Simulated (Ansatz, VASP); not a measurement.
# AlN in two plane-wave programs

Wanted: the spread between two codes on one cell, functional and k mesh. The cell is taken from a series of runs on this material, whose earlier steps may have relaxed, scaled, displaced or heated it; both programs get it as it stands.

Calculated with Ansatz 0.2.0; plane waves, with VASP 6.6.1 beside it; zone-centre phonons at PBE.

## (1) Starting point

Symmetry: F-43m, No. 216, cubic system. The conventional cell has a = 4.432 Å, b = 4.432 Å, c = 4.432 Å, α = 90.00°, β = 90.00°, γ = 90.00°. Nearest to N lie 4 Al at 1.92 Å. Nearest to Al lie 4 N at 1.92 Å. Farther neighbours and most contacts between anions are not listed.

Structure file:

```cif
data_structure
_symmetry_space_group_name_H-M 'F-43m'
_symmetry_Int_Tables_number 216
_cell_length_a 4.4317
_cell_length_b 4.4317
_cell_length_c 4.4317
_cell_angle_alpha 90.000
_cell_angle_beta 90.000
_cell_angle_gamma 90.000
_cell_volume 87.04
loop_
_atom_site_label
_atom_site_type_symbol
_atom_site_symmetry_multiplicity
_atom_site_Wyckoff_symbol
_atom_site_fract_x
_atom_site_fract_y
_atom_site_fract_z
_atom_site_occupancy
N1 N 4 d 0.25000 0.25000 0.75000 1
Al1 Al 4 a 0.00000 0.00000 0.00000 1
```

## (2) Ansatz: zone-centre phonons, PBE, pair 1

Ansatz runs on its PAW soft_1 files.

Second derivatives magnify differences that forces hide, and they need a tight electronic threshold.

input.yaml

```yaml
crystal:
  lattice:
    - [0.0, 2.2158365191, 2.2158365191]
    - [2.2158365191, 0.0, 2.2158365191]
    - [2.2158365191, 2.2158365191, 0.0]
  atoms:
    - { symbol: "N", position: [0.25, 0.25, 0.25] }
    - { symbol: Al, position: [0.0, 0.0, 0.0] }
kpoints:
  mp_grid: { grid: [12, 12, 12] }
hamiltonian:
  xc: pbe
  pseudopotentials: { kind: paw, azcp: { folder: soft_1 } }
scf:
  occupations: { method: fixed }
output:
  eigenvalues: true
phonons:
  method: dfpt
  dielectric: true
  rigid_motions: translations
```

Started as:

```bash
$ ansatz run input.yaml --threads 4 --pin off --max-ram 10240MiB --backend cpu --events-out ev --progress --plain --runs-dir out
```

Numbers of over 12 decimals in the logs are rounded to 6 here.

Log:

```text
Engine: ansatz 0.2.0, aarch64-unknown-linux-gnu
Pseudopotentials: kind: paw
Pseudopotential: N, paw, valence charge 5, recommended cutoff 420 eV (normal), soft_1/N.paw.azcp
Pseudopotential: Al, paw, valence charge 3, recommended cutoff 420 eV (normal), soft_1/Al.paw.azcp
Functional definition: PBE
  parameter kappa = 0.804
  parameter beta = 0.066725
  exchange = pbe_x(kappa = kappa, mu = beta*pi^2/3)
  correlation = pbe_c(beta = beta)
Crystal: 2 atoms, lattice volume = 21.759 Å³
Basis set: ecut = 420 eV, 411 PW (Γ), exchange–correlation on 48×48×48 points (8 copies of the dense FFT grid, shifted against one another)
Bands: 8, of which v1, the nominal top of the filled ones, is band 4 counted from 1 (3 counted from 0)
Symmetry: 24 space group operations
k-points: 280 of 1728 (irreducible under 4 space group operations, time reversal used)
Non-local potential: N, projectors of the file, l = 0: 2, l = 1: 2, l = 2: 1
Non-local potential: Al, projectors of the file, l = 0: 2, l = 1: 2, l = 2: 1
PAW form: soft (Blöchl's): semilocal exchange-correlation on the pseudo side does not see the compensation charge
PAW one-centre angular grid: N, 110 points (default); XC on 64 Gauss nodes
PAW one-centre angular grid: Al, 110 points (default); XC on 64 Gauss nodes
Initial density: superposition of atomic densities (chi_scale 0.1, normalization cell, long waves kept (reshape's long-wave potential 0.00 eV rms))
Initial wavefunctions: pseudopotential atomic-orbital guess
Functional: x = pbe(κ = 0.804, μ = 0.219515), c = pbe(β = 0.066725)
SCF iter   1: F=—  HF=-925.568197 eV  |F-HF|=—  |Δ(HF+E_count)|=         —  Δρ=1.32e-1  dr2=4.74e0  ethr=3.10e-3  ⟨swp⟩=4.0  Hψ=14498  notcnv=0  defer=53
preconditioner: auto → none  [insulator: Δε(μ)=5.047 eV  Ē_g=16.105 eV  n_scr=0 (ndim 8)  ℏωp=22.5 eV  f_vac=0.000  ε∞_Penn≈3.0]
SCF iter   2: F=—  HF=-924.445941 eV  |F-HF|=—  |Δ(HF+E_count)|=    1.12e0  Δρ=7.82e-2  dr2=8.29e-1  ethr=3.10e-3  ⟨swp⟩=2.8  Hψ=7008  notcnv=0  defer=412
SCF iter   3: F=—  HF=-924.218045 eV  |F-HF|=—  |Δ(HF+E_count)|=   2.28e-1  Δρ=2.29e-2  dr2=5.91e-2  ethr=3.10e-3  ⟨swp⟩=2.4  Hψ=4933  notcnv=0  defer=466
SCF iter   4: F=—  HF=-924.211872 eV  |F-HF|=—  |Δ(HF+E_count)|=   6.17e-3  Δρ=1.46e-3  dr2=2.18e-4  ethr=7.39e-4  ⟨swp⟩=2.0  Hψ=3250  notcnv=0  defer=558
SCF iter   5: F=—  HF=-924.211803 eV  |F-HF|=—  |Δ(HF+E_count)|=   6.96e-5  Δρ=4.19e-4  dr2=9.86e-6  ethr=2.73e-6  ⟨swp⟩=2.8  Hψ=3714  notcnv=0  defer=558
SCF iter   6: F=—  HF=-924.211805 eV  |F-HF|=—  |Δ(HF+E_count)|=   2.22e-6  Δρ=2.51e-5  dr2=7.83e-8  ethr=1.23e-7  ⟨swp⟩=2.0  Hψ=3136  notcnv=0  defer=16
SCF iter   7: F=—  HF=-924.211806 eV  |F-HF|=—  |Δ(HF+E_count)|=   8.03e-7  Δρ=3.63e-6  dr2=1.49e-9  ethr=9.79e-10  ⟨swp⟩=2.9  Hψ=3733  notcnv=0  defer=12
SCF iter   8: F=-924.211806 eV  HF=-924.211806 eV  |F-HF|=4.21e-12  |Δ(HF+E_count)|=   3.22e-9  Δρ=1.99e-7  dr2=4.26e-12  ethr=1.25e-12  ⟨swp⟩=6.8  Hψ=12239  notcnv=0
SCF 1 converged in 8 iterations: F = -924.211806 eV  dr2 = 4.26e-12
  greatest PAW one-centre occupation: 0.787 electrons in one spin orbital (limit 2), on the N atom at site 0 (counted from 0), in its partial waves of l = 0
NSCF: frozen V_eff on 1 k-points
DFPT response loops at Γ: preconditioner auto → none (the input reference at scf.mixing.eps_inf says where Resta's filter doesn't serve); β = 0.50; Broyden in place of MSR1
SCF converged after 8 iterations
Free energy (F): -924.211806 eV
Harris-Foulkes:  -924.211806 eV  (|F-HF|=4.21e-12)
Internal energy: -924.211806 eV  (E = F + TS)
E sigma→0 (E₀):  -924.211806 eV
Fermi energy:    6.517824 eV
--- Per-component energies (eV) ---
  E_band       = 12.394142
  E_kinetic    = 154.882184
  E_local      = -213.203316  (includes V_loc(G=0)·N_el)
  E_nonlocal   = 44.320057
  E_hartree    = 78.257237
  E_xc         = -98.511894
  E_vxc        = -106.285832  (∫ρ·V_xc dr)
  E_paw        = -597.615723  (= ΣΔE_a)
  E_vpaw       = -23.834228  (= ΣTr[D̂ρ^β])
  E_aug_tail   = 0.000825  (compensation charges beyond the density's cutoff)
  E_ewald      = -292.341176
  E_smearing   = -0.000000  (= −TS)
  E_closure    = 0.000000  (closes the sum)
  Σ components = -924.211806   (vs F -924.211806, Δ=0.00e0)
--- Band table (eV; the first three rows and the last of 280) ---
  k-point 0: bands = ["-8.2000", "6.5178", "6.5178", "6.5178", "10.3278", "18.6727", "18.6727", "18.6727"]
  k-point 1: bands = ["-8.1034", "5.9263", "6.4820", "6.4820", "10.8250", "18.3944", "18.7687", "18.7687"]
  k-point 2: bands = ["-7.8241", "4.6873", "6.3877", "6.3877", "11.7666", "17.7687", "18.8406", "18.8406"]
  k-point 279: bands = ["-5.6403", "2.7945", "3.2339", "3.9281", "12.4592", "17.6890", "18.0793", "18.0925"]
--- Phonons (Γ-DFPT): 2 representative perturbations + reference, on 280 of 1728 k-points (Σ response iterations 6) ---
  k mesh reduced under 4 symmetry operations, with k and −k counted as one. Each operation leaves every solved perturbation unchanged. A smaller set is not considered because the run solves the response to a homogeneous field
  ASR residual: 4.627e-5 → 0.000e0 eV/Å²; symmetrization residual: 1.078e-6 eV/Å²
  ASR residual per site (eV/Å²): 4.63e-5 3.27e-5
  Γ frequencies (cm⁻¹): 0.00 0.00 0.00 617.20 617.20 617.20
  ε∞ (high-frequency dielectric tensor):
        4.664610     0.000000    -0.000000
       -0.000000     4.664610    -0.000000
        0.000000    -0.000000     4.664610
  ε⁰ (static dielectric tensor: ions relaxed, cell fixed):
        8.853880     0.000000    -0.000000
       -0.000000     8.853880     0.000000
        0.000000     0.000000     8.853880
  ε⁰ − ε∞ (ionic part):
        4.189271     0.000000     0.000000
        0.000000     4.189271     0.000000
        0.000000     0.000000     4.189271
  softest optical mode at Γ: 617.20 cm⁻¹; the repairs (sum rule, projections) moved no ω² at Γ by more than (1.01 cm⁻¹)²
  Born effective charges Z* (e; rows j = field, columns β = displacement):
    site 0:
        -2.55083    0.00000   -0.00000
        -0.00000   -2.55083   -0.00000
         0.00000    0.00000   -2.55083
    site 1:
         2.55083   -0.00000    0.00000
         0.00000    2.55083    0.00000
        -0.00000    0.00000    2.55083
  Z* charge neutrality: 1.846e-5 e pre-enforcement
  k-mesh period / interband length: 37.6 Å / 1.85 Å = 20.38 at k = (0.0000, 0.0000, 0.0000), direct gap 3.810 eV — 14 or more, which is no proof of convergence
  optical modes at Γ without the LO–TO term, one row a degenerate level:
      ω (cm⁻¹)  modes    IR ((D/Å)²/amu)
        617.20      3            48.8425
  optical modes at Γ + LO–TO along q̂ = [1.0000, 0.0000, 0.0000]:
      ω (cm⁻¹)  modes    IR ((D/Å)²/amu)
        617.20      2            32.5617
        850.33      1            16.2808
  optical modes at Γ + LO–TO along q̂ = [0.0000, 1.0000, 0.0000]:
      ω (cm⁻¹)  modes    IR ((D/Å)²/amu)
        617.20      2            32.5617
        850.33      1            16.2808
  optical modes at Γ + LO–TO along q̂ = [0.0000, 0.0000, 1.0000]:
      ω (cm⁻¹)  modes    IR ((D/Å)²/amu)
        617.20      2            32.5617
        850.33      1            16.2808
```

[end of part 1 of 3]

[Lines on the potential files, build, host, timing and source positions are cut from VASP's logs without a mark.]

[Logs are printed without paths, hosts, clocks, repeated set-up lines and the standing remarks that a program may print on its own settings, such as how far it seeks lower states.]

[Hosts, paths, dates, database ids (printed as entryN), source tags and the programs' standing remarks are cut or masked in the printed files.]
